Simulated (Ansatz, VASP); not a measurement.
# Al: VASP beside Ansatz, part 2 of 2

One calculation is typed for both programs; each brings its own data sets. How far apart do they land? The cell is taken from a series of runs on this material, whose earlier steps may have relaxed, scaled, displaced or heated it; both programs get it as it stands.

VASP 6.6.1 and Ansatz 0.2.0.

So far: Starting point; VASP: zone-centre phonons, LDA.

## Step 2: VASP: zone-centre phonons, LDA (continued)

Level of this step: LDA; plane waves and PAW (Al) (VASP).

Numbers of over 12 decimals in the logs are rounded to 6 here.

From OUTCAR (step 2):

```text
ion  position               nearest neighbor table
   1  1.000  0.000  0.152-   2 2.84   2 2.84   2 2.84
   2  0.333  0.667  0.208-   3 2.84   3 2.84   3 2.84   1 2.84   1 2.84   1 2.84
   3  0.667  0.333  0.263-   4 2.84   2 2.84   2 2.84   4 2.84   2 2.84   4 2.84
   4  1.000  0.000  0.318-   3 2.84   3 2.84   3 2.84   5 2.84   5 2.84   5 2.84
   5  0.333  0.667  0.374-   4 2.84   4 2.84   4 2.84

  LATTYP: Found a hexagonal cell.
 ALAT       =     2.7659423349
 C/A-ratio  =    15.3510080782

 Subroutine GETGRP returns: Found 12 space group operations
 (whereof  6 operations were pure point group operations)

The static configuration has the point symmetry C_3v.
 The point group associated with its full space group is D_3d.

 Found     19 irreducible k-points:

   k-points           NKPTS =     19   k-points in BZ     NKDIM =     19   number of bands    NBANDS=     13

   dimension x,y,z NGX =    20 NGY =   20 NGZ =  320
   dimension x,y,z NGXF=    40 NGYF=   40 NGZF=  640

   ENCUT  =  500.0 eV  36.75 Ry    6.06 a.u.   5.04  5.04 77.41*2*pi/ulx,y,z

   NELECT =      15.0000    total number of electrons

 k-points in reciprocal lattice and weights: Automatic mesh
   0.00000000  0.00000000  0.00000000       0.007
   0.08333333  0.00000000  0.00000000       0.042
   0.16666667  0.00000000  0.00000000       0.042
   0.25000000  0.00000000  0.00000000       0.042
   0.33333333  0.00000000  0.00000000       0.042
   0.41666667  0.00000000  0.00000000       0.042
   0.50000000  0.00000000  0.00000000       0.021
   0.08333333  0.08333333  0.00000000       0.042
   0.16666667  0.08333333  0.00000000       0.083
[...]
0.33333333  0.25000000  0.00000000       0.083
   0.33333333  0.33333333  0.00000000       0.014

 average (electrostatic) potential at core
       1 -79.3937       2 -79.2932       3 -79.2949       4 -79.2932       5 -79.3937

  Total        0.0435228      0.0435228      0.0151031     -0.0000000      0.0000000     -0.0000000
  in kB        0.2478737      0.2478737      0.0860159     -0.0000000      0.0000000     -0.0000000
  external PRESSURE =       0.1939211 kB  Pullay stress =       0.0000000 kB

  energy-cutoff  :      500.00
  volume of cell :      281.32
      direct lattice vectors                 reciprocal lattice vectors
     2.765942335  0.000002795  0.000000000     0.361540226  0.208735834  0.000000000
    -1.382973588  2.395374930  0.000000000    -0.000000422  0.417470937  0.000000000
     0.000000000  0.000000000 42.460003127     0.000000000  0.000000000  0.023551576

 POSITION                                       TOTAL-FORCE (eV/Angst)
 -----------------------------------------------------------------------------------
      2.76594      0.00000      6.47042         0.000000     -0.000000     -0.001562
     -0.00000      1.59692      8.82202         0.000000     -0.000000     -0.000931
      1.38297      0.79846     11.16499         0.000000     -0.000000     -0.000000
      2.76594      0.00000     13.50796        -0.000000      0.000000      0.000931
     -0.00000      1.59692     15.85956        -0.000000      0.000000      0.001562
 -----------------------------------------------------------------------------------
    total drift:                                0.000000     -0.000000      0.000003

 Eigenvectors and eigenvalues of the dynamical matrix
 ----------------------------------------------------

   1 f  =    9.026550 THz    56.715485 2PiTHz  301.093292 cm-1    37.330794 meV
             X         Y         Z           dx          dy          dz
      2.765942  0.000003  6.470423     0.000000    0.000000    0.202495
     -0.000002  1.596918  8.822021     0.000000    0.000000   -0.514192
      1.382970  0.798460 11.164990    -0.000000   -0.000000    0.623863
      2.765942  0.000003 13.507959    -0.000000    0.000000   -0.514192
     -0.000002  1.596918 15.859557     0.000000    0.000000    0.202495

   2 f  =    8.003292 THz    50.286166 2PiTHz  266.961083 cm-1    33.098941 meV
             X         Y         Z           dx          dy          dz
      2.765942  0.000003  6.470423     0.000000    0.000000    0.388455
     -0.000002  1.596918  8.822021     0.000000    0.000000   -0.590849
      1.382970  0.798460 11.164990     0.000000   -0.000000    0.000000
      2.765942  0.000003 13.507959    -0.000000    0.000000    0.590849
     -0.000002  1.596918 15.859557     0.000000    0.000000   -0.388455

   3 f  =    5.569548 THz    34.994499 2PiTHz  185.780110 cm-1    23.033788 meV
             X         Y         Z           dx          dy          dz
      2.765942  0.000003  6.470423    -0.000000    0.000000    0.509006
     -0.000002  1.596918  8.822021    -0.000000    0.000000   -0.188389
      1.382970  0.798460 11.164990     0.000000   -0.000000   -0.640972
      2.765942  0.000003 13.507959     0.000000    0.000000   -0.188389
     -0.000002  1.596918 15.859557    -0.000000    0.000000    0.509006

   4 f  =    4.023349 THz    25.279449 2PiTHz  134.204485 cm-1    16.639228 meV
             X         Y         Z           dx          dy          dz
      2.765942  0.000003  6.470423    -0.127183    0.021193   -0.000000
     -0.000002  1.596918  8.822021     0.476501   -0.079400   -0.000000
      1.382970  0.798460 11.164990    -0.697514    0.116228    0.000000
      2.765942  0.000003 13.507959     0.476501   -0.079400    0.000000
     -0.000002  1.596918 15.859557    -0.127183    0.021193    0.000000

   5 f  =    4.023349 THz    25.279449 2PiTHz  134.204485 cm-1    16.639228 meV
             X         Y         Z           dx          dy          dz
      2.765942  0.000003  6.470423    -0.021193   -0.127183   -0.000000
     -0.000002  1.596918  8.822021     0.079400    0.476501    0.000000
      1.382970  0.798460 11.164990    -0.116228   -0.697514    0.000000
      2.765942  0.000003 13.507959     0.079400    0.476501    0.000000
     -0.000002  1.596918 15.859557    -0.021193   -0.127183    0.000000

   6 f  =    3.501919 THz    22.003208 2PiTHz  116.811455 cm-1    14.482768 meV
             X         Y         Z           dx          dy          dz
      2.765942  0.000003  6.470423    -0.000000    0.000000   -0.590849
     -0.000002  1.596918  8.822021     0.000000   -0.000000   -0.388455
      1.382970  0.798460 11.164990     0.000000    0.000000    0.000000
      2.765942  0.000003 13.507959    -0.000000    0.000000    0.388455
     -0.000002  1.596918 15.859557     0.000000   -0.000000    0.590849

   7 f  =    3.479378 THz    21.861575 2PiTHz  116.059550 cm-1    14.389544 meV
             X         Y         Z           dx          dy          dz
      2.765942  0.000003  6.470423    -0.333901    0.055633    0.000000
     -0.000002  1.596918  8.822021     0.612376   -0.102031    0.000000
      1.382970  0.798460 11.164990     0.000000    0.000000    0.000000
      2.765942  0.000003 13.507959    -0.612376    0.102031   -0.000000
     -0.000002  1.596918 15.859557     0.333901   -0.055633   -0.000000

   8 f  =    3.479378 THz    21.861575 2PiTHz  116.059550 cm-1    14.389544 meV
             X         Y         Z           dx          dy          dz
      2.765942  0.000003  6.470423    -0.055633   -0.333901   -0.000000
     -0.000002  1.596918  8.822021     0.102031    0.612376   -0.000000
      1.382970  0.798460 11.164990    -0.000000   -0.000000   -0.000000
      2.765942  0.000003 13.507959    -0.102031   -0.612376    0.000000
     -0.000002  1.596918 15.859557     0.055633    0.333901    0.000000

   9 f  =    2.607066 THz    16.380681 2PiTHz   86.962372 cm-1    10.781955 meV
             X         Y         Z           dx          dy          dz
      2.765942  0.000003  6.470423     0.523928   -0.087298    0.000000
     -0.000002  1.596918  8.822021    -0.256165    0.042683    0.000000
      1.382970  0.798460 11.164990    -0.541058    0.090152    0.000000
      2.765942  0.000003 13.507959    -0.256165    0.042683    0.000000
     -0.000002  1.596918 15.859557     0.523928   -0.087298   -0.000000

  10 f  =    2.607066 THz    16.380681 2PiTHz   86.962372 cm-1    10.781955 meV
             X         Y         Z           dx          dy          dz
      2.765942  0.000003  6.470423     0.087298    0.523928   -0.000000
     -0.000002  1.596918  8.822021    -0.042683   -0.256165   -0.000000
      1.382970  0.798460 11.164990    -0.090152   -0.541058   -0.000000
      2.765942  0.000003 13.507959    -0.042683   -0.256165   -0.000000
     -0.000002  1.596918 15.859557     0.087298    0.523928    0.000000

  11 f  =    1.324843 THz     8.324234 2PiTHz   44.192006 cm-1     5.479108 meV
             X         Y         Z           dx          dy          dz
      2.765942  0.000003  6.470423     0.612380   -0.102008   -0.000000
     -0.000002  1.596918  8.822021     0.333903   -0.055621   -0.000000
      1.382970  0.798460 11.164990    -0.000000    0.000000   -0.000000
      2.765942  0.000003 13.507959    -0.333903    0.055621   -0.000000
     -0.000002  1.596918 15.859557    -0.612380    0.102008   -0.000000

  12 f  =    1.324843 THz     8.324234 2PiTHz   44.192006 cm-1     5.479108 meV
             X         Y         Z           dx          dy          dz
      2.765942  0.000003  6.470423     0.102008    0.612380    0.000000
     -0.000002  1.596918  8.822021     0.055621    0.333903    0.000000
      1.382970  0.798460 11.164990    -0.000000   -0.000000    0.000000
      2.765942  0.000003 13.507959    -0.055621   -0.333903    0.000000
     -0.000002  1.596918 15.859557    -0.102008   -0.612380    0.000000

  13 f/i=    0.002003 THz     0.012588 2PiTHz    0.066827 cm-1     0.008286 meV
             X         Y         Z           dx          dy          dz
      2.765942  0.000003  6.470423    -0.000000    0.000000   -0.447111
     -0.000002  1.596918  8.822021    -0.000000    0.000000   -0.447344
      1.382970  0.798460 11.164990    -0.000000    0.000000   -0.447158
      2.765942  0.000003 13.507959    -0.000000    0.000000   -0.447344
     -0.000002  1.596918 15.859557    -0.000000    0.000000   -0.447111

  14 f/i=    0.006851 THz     0.043046 2PiTHz    0.228526 cm-1     0.028334 meV
             X         Y         Z           dx          dy          dz
      2.765942  0.000003  6.470423    -0.437616   -0.098719    0.000000
     -0.000002  1.596918  8.822021    -0.435378   -0.098215    0.000000
      1.382970  0.798460 11.164990    -0.435262   -0.098188    0.000000
      2.765942  0.000003 13.507959    -0.435378   -0.098215    0.000000
     -0.000002  1.596918 15.859557    -0.437616   -0.098719    0.000000

  15 f/i=    0.006851 THz     0.043046 2PiTHz    0.228526 cm-1     0.028334 meV
             X         Y         Z           dx          dy          dz
      2.765942  0.000003  6.470423     0.098719   -0.437616   -0.000000
     -0.000002  1.596918  8.822021     0.098215   -0.435378   -0.000000
      1.382970  0.798460 11.164990     0.098188   -0.435262   -0.000000
      2.765942  0.000003 13.507959     0.098215   -0.435378   -0.000000
     -0.000002  1.596918 15.859557     0.098719   -0.437616   -0.000000

 ELASTIC MODULI CONTR FROM IONIC RELAXATION (kBar)
 Direction    XX          YY          ZZ          XY          YZ          ZX
 --------------------------------------------------------------------------------
 XX          -1.0871      0.1583    -14.1899      0.0000     -2.9883      0.0000
 YY           0.1583     -1.0871    -14.1899      0.0000      2.9883     -0.0000
 ZZ         -14.1899    -14.1899   -448.1802      0.0000      0.0000      0.0000
 XY           0.0000      0.0000      0.0000     -0.6227     -0.0000     -6.7879
 YZ          -2.9883      2.9883      0.0000     -0.0000    -14.8281      0.0000
 ZX           0.0000     -0.0000      0.0000     -6.7879      0.0000    -75.2174
 --------------------------------------------------------------------------------
```

## Step 3: Ansatz: zone-centre phonons, LDA

Ansatz runs on its default PAW (the set named soft_2) files.

The same cell, functional (in two slightly different forms), mesh and smearing now go to Ansatz, which takes its cutoff from its data sets.

The input, input.yaml:

```yaml
crystal:
  lattice:
    - [2.7659423349, 2.795e-06, 0.0]
    - [-1.382973588, 2.3953749299, 0.0]
    - [0.0, 0.0, 42.460003127]
  atoms:
    - { symbol: Al, position: [0.0, 0.0, 0.1523886527] }
    - { symbol: Al, position: [0.3333333333, 0.6666666667, 0.2077724959] }
    - { symbol: Al, position: [0.6666666667, 0.3333333333, 0.262953113] }
    - { symbol: Al, position: [0.0, 0.0, 0.3181337301] }
    - { symbol: Al, position: [0.3333333333, 0.6666666667, 0.3735175733] }
  periodic: [true, true, false]
kpoints:
  mp_grid: { grid: [12, 12, 1] }
hamiltonian:
  xc: lda
scf:
  occupations: { method: methfessel_paxton, width: 0.15 }
output:
  eigenvalues: true
phonons:
  method: dfpt
```

Started as:

```console
$ ansatz run input.yaml --threads 8 --pin off --max-ram 14336MiB --backend cpu --events-out ev --progress --plain --runs-dir out
```

Output:

```text
Warning: crystal.symmetry: narrowed to the stabiliser of the run's FFT grids — unitary ops 12 → 6. A phonons.method: dfpt run fills in the rows of the dynamical matrix that it does not solve by its symmetry operations, which is exact only for operations that map its FFT grids onto themselves: filled in by any other, the frequencies could depend on the order in which like atoms are typed, or, by more than the grids' own error, on where the crystal sits among the grids' points. Excluded: 6 operations. The run can therefore solve more perturbations, solve them on more k-points, or both, and cost more. [rest of the remark cut]
Engine: ansatz 0.2.0, x86_64-unknown-linux-gnu
Pseudopotentials: kind: paw
Pseudopotential: Al, paw, valence charge 3, recommended cutoff 420 eV (normal), Al.paw.azcp
Functional definition: SPW92
  exchange = slater_x
  correlation = pw_c
Crystal: 5 atoms, lattice volume = 281.318 Å³
Basis set: ecut = 420 eV, 5493 PW (Γ), exchange–correlation on 40×40×576 points (8 copies of the dense FFT grid, shifted against one another)
Bands: 13, of which v1, the nominal top of the filled ones, is band 8 counted from 1 (7 counted from 0)
Symmetry: 12 space group operations
k-points: 43 of 144 (irreducible under 2 space group operations, time reversal used)
Non-local potential: Al, projectors of the file, l = 0: 2, l = 1: 2, l = 2: 1
PAW form: soft (Blöchl's): semilocal exchange-correlation on the pseudo side does not see the compensation charge
PAW frozen core: Al, regenerated for the run's functional, and the local potential with it (the file was generated under x = pbe(κ = 0.804, μ = 0.219515), c = pbe(β = 0.066725))
PAW one-centre angular grid: Al, 110 points (default); XC on 64 Gauss nodes
Initial density: superposition of atomic densities (neutral atoms: chi_scale 0, normalization atom), corrected by the library's trained network
Initial wavefunctions: pseudopotential atomic-orbital guess
Functional: x = slater, c = lda
SCF iter   1: F=—  HF=-2563.620648 eV  |F-HF|=—  |Δ(HF+E_count)|=         —  Δρ=2.47e-3  dr2=2.33e-1  ethr=1.77e-3  ⟨swp⟩=11.5  Hψ=6005  notcnv=0
preconditioner: auto → LDOS  [metal: Δε(μ)=0.093 eV  Ē_g=7.025 eV  σ=0.150 eV  W_gap=0.49  n_scr=22 (ndim 8)  ℏωp=8.6 eV  f_vac=0.652  D(μ)=1.99/eV (n_scr^D=14)  β→1.0]
SCF iter   2: F=—  HF=-2563.607245 eV  |F-HF|=—  |Δ(HF+E_count)|=   1.34e-2  S|Δr|=    0.00e0  Δρ=8.47e-4  dr2=2.81e-2  ethr=1.56e-3  ⟨swp⟩=1.3  Hψ=947  notcnv=0  defer=15
SCF iter   3: F=—  HF=-2563.605631 eV  |F-HF|=—  |Δ(HF+E_count)|=   1.61e-3  S|Δr|=    0.00e0  Δρ=3.28e-4  dr2=3.55e-3  ethr=1.88e-4  ⟨swp⟩=2.5  Hψ=817  notcnv=0  defer=15
SCF iter   4: F=—  HF=-2563.605367 eV  |F-HF|=—  |Δ(HF+E_count)|=   2.64e-4  S|Δr|=    0.00e0  Δρ=6.82e-5  dr2=1.44e-4  ethr=2.37e-5  ⟨swp⟩=2.3  Hψ=819  notcnv=0  defer=15
SCF iter   5: F=—  HF=-2563.605377 eV  |F-HF|=—  |Δ(HF+E_count)|=   9.10e-6  S|Δr|=    0.00e0  Δρ=2.12e-5  dr2=4.14e-6  ethr=9.57e-7  ⟨swp⟩=2.7  Hψ=928  notcnv=0  defer=15
SCF iter   6: F=—  HF=-2563.605378 eV  |F-HF|=—  |Δ(HF+E_count)|=   1.82e-6  S|Δr|=    0.00e0  Δρ=4.65e-6  dr2=2.95e-7  ethr=2.76e-8  ⟨swp⟩=3.2  Hψ=1072  notcnv=0  defer=15
SCF iter   7: F=—  HF=-2563.605400 eV  |F-HF|=—  |Δ(HF+E_count)|=   2.19e-5  S|Δr|=    0.00e0  Δρ=1.01e-6  dr2=7.02e-9  ethr=1.97e-9  ⟨swp⟩=2.9  Hψ=962  notcnv=0  defer=15
SCF iter   8: F=—  HF=-2563.605400 eV  |F-HF|=—  |Δ(HF+E_count)|=   1.78e-8  S|Δr|=    0.00e0  Δρ=1.50e-7  dr2=1.35e-10  ethr=4.68e-11  ⟨swp⟩=3.3  Hψ=1175  notcnv=0  defer=15
SCF iter   9: F=-2563.605400 eV  HF=-2563.605400 eV  |F-HF|=5.32e-11  |Δ(HF+E_count)|=   1.46e-9  S|Δr|=    0.00e0  Δρ=2.03e-8  dr2=2.22e-12  ethr=1.00e-12  ⟨swp⟩=18.3  Hψ=5385  notcnv=0
SCF 1 converged in 9 iterations: F = -2563.605400 eV  dr2 = 2.22e-12
  greatest PAW one-centre occupation: 0.471 electrons in one spin orbital (limit 2), on the Al atom at site 4 (counted from 0), in its partial waves of l = 0
DFPT response loops at Γ: preconditioner auto → none (partly filled bands, converged f_vac=0.653); β = 0.50; Broyden in place of MSR1
SCF converged after 9 iterations
Stability not checked: this state was not tested for a lower state beside it, because cold or Methfessel-Paxton smearing, or corrected tetrahedra, fill the levels in a way that the test cannot read (fill_not_monotonic; see scf.lower_state_search)
Free energy (F): -2563.605400 eV
Harris-Foulkes:  -2563.605400 eV  (|F-HF|=5.32e-11)
Internal energy: -2563.603589 eV  (E = F + TS)
E sigma→0 (E₀):  -2563.604947 eV
Entropy (-TS):   -0.001812 eV (-0.362 meV/atom)
Fermi energy:    -4.145961 eV
--- Per-component energies (eV) ---
  E_band       = -128.818477
  E_kinetic    = 115.097477
  E_local      = -20600.449743  (includes V_loc(G=0)·N_el)
  E_nonlocal   = 55.767731
  E_hartree    = 10233.546259
  E_xc         = -196.431843
  E_vxc        = -146.083012  (∫ρ·V_xc dr)
  E_paw        = -2216.612634  (= ΣΔE_a)
  E_vpaw       = -20.243369  (= ΣTr[D̂ρ^β])
  E_aug_tail   = -0.000019  (compensation charges beyond the density's cutoff)
  E_ewald      = 10045.200602
  E_core_change = 0.278583  (= ΣΔE_core)
  E_smearing   = -0.001812  (= −TS)
  E_closure    = 0.000000  (closes the sum)
  Σ components = -2563.605400   (vs F -2563.605400, Δ=0.00e0)
--- Band table (eV; the first three rows and the last of 43) ---
  k-point 0: bands = [... 4 lower, -10.3198, -8.1770, -5.8093, -3.4357, -1.4587 (-1.4588°), -0.3519 (-0.3623°), 0.2442, 0.7210, ... 1 higher]
  k-point 1: bands = [... 4 lower, -10.1447, -8.0102, -5.6429, -3.2714, -1.2920 (-1.2920°), -0.1777 (-0.1876°), 0.4194, 0.8970, ... 1 higher]
  k-point 2: bands = [... 4 lower, -9.6224, -7.5104, -5.1479, -2.7902, -0.8157 (-0.8158°), 0.3255 (0.3176°), 0.9137, 1.3730, ... 1 higher]
  k-point 42: bands = [... 4 lower, -5.9214, -4.8331, -4.6822, -4.1799, -3.7628, -3.4683, -3.1444, -2.7129, ... 1 higher]
  ° read free of the cell's end (the report's vacuum.weakly_bound_levels)
--- Phonons (Γ-DFPT): 10 representative perturbations + reference, on 43 of 144 k-points (Σ response iterations 35) ---
  ASR residual: 1.134e-5 → 0.000e0 eV/Å²; symmetrization residual: 9.203e-6 eV/Å²
  The last average, over the group as it would stand without the narrowing to the FFT grids, took up to 2.260e-6 eV/Å² of the zone centre's force constants
  ASR residual per site (eV/Å²): 1.12e-5 1.42e-6 1.11e-5 5.82e-6 1.13e-5
  Γ frequencies (cm⁻¹): 0.00 0.00 0.00 43.29 43.29 86.27 86.27 115.09 115.09 116.14 133.02 133.02 184.98 266.06 299.89
  non-analytic LO–TO correction: not included (Born effective charges unavailable; polar crystals: no LO–TO splitting at Γ)
```

Reading the cycles: dr2 is the Hartree energy of the density residual (eV), the measure of convergence; HF is the Harris–Foulkes estimate of the energy, which meets the free energy F at convergence.

## Step 4: Side by side

Known differences besides the potentials themselves: Ansatz cuts the interaction across the vacuum, VASP repeats the sheet without a dipole correction; the cutoff is 420 eV in Ansatz and 500 eV in VASP; VASP's log shows a relativistic correction to its local exchange, Ansatz's none. Total energies have different zeros and are not compared.

Compared:

```
                  quantity  Ansatz   VASP  difference
optical mode 1 to 2 (cm⁻¹)    43.3   44.2        -0.9
optical mode 3 to 4 (cm⁻¹)    86.3   87.0     -0.80 %
optical mode 5 to 6 (cm⁻¹)   115.1  116.1     -0.84 %
     optical mode 7 (cm⁻¹)   116.1  116.8     -0.57 %
optical mode 8 to 9 (cm⁻¹)   133.0  134.2     -0.88 %
    optical mode 10 (cm⁻¹)   185.0  185.8     -0.43 %
    optical mode 11 (cm⁻¹)   266.1  267.0     -0.34 %
    optical mode 12 (cm⁻¹)   299.9  301.1     -0.40 %
```

Modes are paired by rising frequency, not by their patterns, so a pair may set unlike modes beside each other; they are those without the splitting of longitudinal modes. Where the cell holds vacuum, a pressure given here is an average over it and none of the material.

## Step 5: What came out

| Item | Value |
| --- | --- |
| r.m.s. difference of the optical zone-centre modes, each program's sorted by frequency (zone-centre phonons, LDA) | 0.94 cm⁻¹ |
| difference in optical mode 8 to 9 (zone-centre phonons, LDA) | -0.9 % |

What this shows: The r.m.s. difference of the optical zone-centre modes, each program's sorted by frequency is 0.94 cm⁻¹ (zone-centre phonons, LDA). Among the rows given in per cent, the largest difference of the zone-centre phonons, LDA pair is in optical mode 8 to 9, -0.9 %. How closely two codes agree says nothing of how well the functional describes the real material.

[Lines on the potential files, build, host, timing and source positions are cut from VASP's logs without a mark.]

[Logs are printed without paths, hosts, clocks, repeated set-up lines and the standing remarks that a program may print on its own settings, such as how far it seeks lower states.]

[Hosts, paths, dates, database ids (printed as entryN), source tags and the programs' standing remarks are cut or masked in the printed files.]
